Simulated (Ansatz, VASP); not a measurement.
One calculation of Ge3BiP, two programs

```xyz
5
Lattice="5.2435 0.0000 0.0000 0.0000 5.2435 0.0000 0.0000 0.0000 5.2435" Properties=species:S:1:pos:R:3 pbc="T T T"
Bi    0.0000    0.0000    0.0000
P     2.6218    2.6218    2.6218
Ge    2.6218    2.6218    0.0000
Ge    2.6218    0.0000    2.6218
Ge    0.0000    2.6218    2.6218
```

The cell comes from a database or a generator and needn't be the stable form of this composition.

Alike in both runs: task single point; functional PBE; k mesh 4 × 4 × 4; occupations gaussian, width 0.05 eV; no spin polarisation.

```csv
,VASP,Ansatz
version,VASP 6.6.1,Ansatz 0.2.0
potentials or method,"VASP PAW PBE potentials, release 64 (Bi_d, P, Ge_d)","scalar-relativistic, plane waves, PAW"
plane-wave cutoff (eV),520,420
valence electrons in the cell,62,62
```

```csv
,VASP,Ansatz,Ansatz less VASP
gap on the k mesh at the Fermi level (eV),none,none,-
pressure (GPa),-6.9,-6.9,+0.04
```

A gap of «none» marks a metal or a gap that the smearing closes.

Caveats: spin-orbit coupling is left out, which moves the levels of the heavy elements.
